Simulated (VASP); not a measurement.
Data:

```yaml
crystal:
  lattice:
    - [10.93707, 0.00000, 0.00000]
    - [0.00000, 10.93707, 0.00000]
    - [0.00000, 0.00000, 10.93707]
  atoms:
    - { symbol: Si, position: [0.49918, 0.00052, 0.00058] }
    - { symbol: Si, position: [0.62537, 0.12693, 0.12690] }
    - { symbol: Si, position: [0.74957, 0.25058, 0.00034] }
    - { symbol: Si, position: [0.87337, 0.37507, 0.12664] }
    - { symbol: Si, position: [0.74958, 0.00029, 0.25048] }
    - { symbol: Si, position: [0.87323, 0.12685, 0.37490] }
    - { symbol: Si, position: [0.99986, 0.99963, 0.99999] }
    - { symbol: Si, position: [0.12468, 0.12551, 0.12540] }
    - { symbol: Si, position: [0.25027, 0.24982, 0.00041] }
    - { symbol: Si, position: [0.37605, 0.37606, 0.12700] }
    - { symbol: Si, position: [0.50001, 0.49991, 0.00027] }
    - { symbol: Si, position: [0.62420, 0.62450, 0.12629] }
    - { symbol: Si, position: [0.75002, 0.74977, 0.00016] }
    - { symbol: Si, position: [0.87442, 0.87498, 0.12548] }
    - { symbol: Si, position: [0.25029, 0.00046, 0.24968] }
    - { symbol: Si, position: [0.37594, 0.12663, 0.37624] }
    - { symbol: Si, position: [0.50006, 0.25094, 0.25143] }
    - { symbol: Si, position: [0.74857, 0.49992, 0.25071] }
    - { symbol: Si, position: [0.87333, 0.62404, 0.37558] }
    - { symbol: Si, position: [0.49984, 0.99980, 0.50020] }
    - { symbol: Si, position: [0.62395, 0.12637, 0.62432] }
    - { symbol: Si, position: [0.74797, 0.25089, 0.49953] }
    - { symbol: Si, position: [0.87289, 0.37562, 0.62381] }
    - { symbol: Si, position: [0.75022, 0.00034, 0.74964] }
    - { symbol: Si, position: [0.87456, 0.12541, 0.87520] }
    - { symbol: Si, position: [0.99941, 0.50052, 0.00034] }
    - { symbol: Si, position: [0.12445, 0.62516, 0.12515] }
    - { symbol: Si, position: [0.24999, 0.74988, 0.99985] }
    - { symbol: Si, position: [0.37494, 0.87527, 0.12525] }
    - { symbol: Si, position: [0.99956, 0.25057, 0.25047] }
    - { symbol: Si, position: [0.12493, 0.37510, 0.37514] }
    - { symbol: Si, position: [0.24947, 0.50051, 0.25016] }
    - { symbol: Si, position: [0.37615, 0.62393, 0.37306] }
    - { symbol: Si, position: [0.49962, 0.75034, 0.25017] }
    - { symbol: Si, position: [0.62485, 0.87502, 0.37516] }
    - { symbol: Si, position: [0.99930, 0.00035, 0.50046] }
    - { symbol: Si, position: [0.12426, 0.12522, 0.62509] }
    - { symbol: Si, position: [0.24936, 0.25007, 0.50057] }
    - { symbol: Si, position: [0.37610, 0.37300, 0.62393] }
    - { symbol: Si, position: [0.62673, 0.62392, 0.62387] }
    - { symbol: Si, position: [0.74980, 0.75018, 0.50031] }
    - { symbol: Si, position: [0.87476, 0.87520, 0.62500] }
    - { symbol: Si, position: [0.24982, 0.99997, 0.74998] }
    - { symbol: Si, position: [0.37495, 0.12526, 0.87540] }
    - { symbol: Si, position: [0.49957, 0.25011, 0.75042] }
    - { symbol: Si, position: [0.62485, 0.37515, 0.87501] }
    - { symbol: Si, position: [0.74979, 0.50035, 0.75021] }
    - { symbol: Si, position: [0.87480, 0.62507, 0.87522] }
    - { symbol: Si, position: [0.99956, 0.74981, 0.24991] }
    - { symbol: Si, position: [0.12532, 0.87503, 0.37579] }
    - { symbol: Si, position: [0.99944, 0.49973, 0.49976] }
    - { symbol: Si, position: [0.12510, 0.62475, 0.62476] }
    - { symbol: Si, position: [0.25105, 0.74872, 0.49996] }
    - { symbol: Si, position: [0.37489, 0.87450, 0.62511] }
    - { symbol: Si, position: [0.99940, 0.24991, 0.74975] }
    - { symbol: Si, position: [0.12523, 0.37604, 0.87483] }
    - { symbol: Si, position: [0.25112, 0.49993, 0.74868] }
    - { symbol: Si, position: [0.37510, 0.62481, 0.87470] }
    - { symbol: Si, position: [0.49994, 0.74883, 0.74900] }
    - { symbol: Si, position: [0.62445, 0.87521, 0.87488] }
    - { symbol: Si, position: [0.00003, 0.74990, 0.74989] }
    - { symbol: Si, position: [0.12505, 0.87490, 0.87497] }
    - { symbol: Ge, position: [0.51399, 0.48537, 0.48550] }
```

These are PBE GGA, VASP's PBE PAW potentials (set 64) (plane waves; VASP) values and carry that method's errors. Numerical set-up: PREC = Normal, LREAL = Auto, ISYM = 0, 400 eV cut-off, 1×1×1 Γ-centred mesh, Gaussian smearing of 0.050 eV, potentials Si Ge. Starting moments (MAGMOM): 63*0.0317. The cell's moment is fixed (NUPDOWN = 2).

The supercell is sampled at Γ alone, which is coarse: total energies, pressure and levels can be off, energies of defects by several tenths of an eV.

What does the run give for the cell moment, energy per atom (σ→0)?

| Property | Value |
|---|---|
| cell moment | 2.00 μB |
| energy per atom (σ→0) | -507.6 kJ/mol-atom |

Give the moment on each site (PAW-sphere projection).

```json
[
 {"site": "Si1", "moment (μB)": "0.01"},
 {"site": "Si2", "moment (μB)": "0.01"},
 {"site": "Si3", "moment (μB)": "0.00"},
 {"site": "Si4", "moment (μB)": "0.01"},
 {"site": "Si5", "moment (μB)": "0.00"},
 {"site": "Si6", "moment (μB)": "0.01"},
 {"site": "Si7", "moment (μB)": "0.00"},
 {"site": "Si8", "moment (μB)": "0.00"},
 {"site": "Si9", "moment (μB)": "0.01"},
 {"site": "Si10", "moment (μB)": "0.01"},
 {"site": "Si11", "moment (μB)": "0.00"},
 {"site": "Si12", "moment (μB)": "0.01"},
 {"site": "Si13", "moment (μB)": "0.01"},
 {"site": "Si14", "moment (μB)": "0.00"},
 {"site": "Si15", "moment (μB)": "0.01"},
 {"site": "Si16", "moment (μB)": "0.01"},
 {"site": "Si17", "moment (μB)": "0.08"},
 {"site": "Si18", "moment (μB)": "0.11"},
 {"site": "Si19", "moment (μB)": "0.01"},
 {"site": "Si20", "moment (μB)": "0.00"},
 {"site": "Si21", "moment (μB)": "0.01"},
 {"site": "Si22", "moment (μB)": "0.10"},
 {"site": "Si23", "moment (μB)": "0.01"},
 {"site": "Si24", "moment (μB)": "0.01"},
 {"site": "Si25", "moment (μB)": "0.00"},
 {"site": "Si26", "moment (μB)": "0.01"},
 {"site": "Si27", "moment (μB)": "0.00"},
 {"site": "Si28", "moment (μB)": "0.00"},
 {"site": "Si29", "moment (μB)": "0.00"},
 {"site": "Si30", "moment (μB)": "0.00"},
 {"site": "Si31", "moment (μB)": "0.00"},
 {"site": "Si32", "moment (μB)": "0.00"},
 {"site": "Si33", "moment (μB)": "0.02"},
 {"site": "Si34", "moment (μB)": "0.00"},
 {"site": "Si35", "moment (μB)": "0.00"},
 {"site": "Si36", "moment (μB)": "0.01"},
 {"site": "Si37", "moment (μB)": "0.00"},
 {"site": "Si38", "moment (μB)": "0.00"},
 {"site": "Si39", "moment (μB)": "0.02"},
 {"site": "Si40", "moment (μB)": "0.02"},
 {"site": "Si41", "moment (μB)": "0.00"},
 {"site": "Si42", "moment (μB)": "0.00"},
 {"site": "Si43", "moment (μB)": "0.00"},
 {"site": "Si44", "moment (μB)": "0.00"},
 {"site": "Si45", "moment (μB)": "0.00"},
 {"site": "Si46", "moment (μB)": "0.00"},
 {"site": "Si47", "moment (μB)": "0.00"},
 {"site": "Si48", "moment (μB)": "0.00"},
 {"site": "Si49", "moment (μB)": "0.01"},
 {"site": "Si50", "moment (μB)": "0.01"},
 {"site": "Si51", "moment (μB)": "0.00"},
 {"site": "Si52", "moment (μB)": "0.00"},
 {"site": "Si53", "moment (μB)": "0.01"},
 {"site": "Si54", "moment (μB)": "0.00"},
 {"site": "Si55", "moment (μB)": "0.01"},
 {"site": "Si56", "moment (μB)": "0.01"},
 {"site": "Si57", "moment (μB)": "0.01"},
 {"site": "Si58", "moment (μB)": "0.00"},
 {"site": "Si59", "moment (μB)": "0.01"},
 {"site": "Si60", "moment (μB)": "0.01"},
 {"site": "Si61", "moment (μB)": "0.00"},
 {"site": "Si62", "moment (μB)": "0.00"},
 {"site": "Ge63", "moment (μB)": "0.15"}
]
```

Total energies compare only between runs with the same potentials, cut-off and functional.

The cell is a supercell with a defect, built from Si (diamond): Ge_Si-vac_Si.
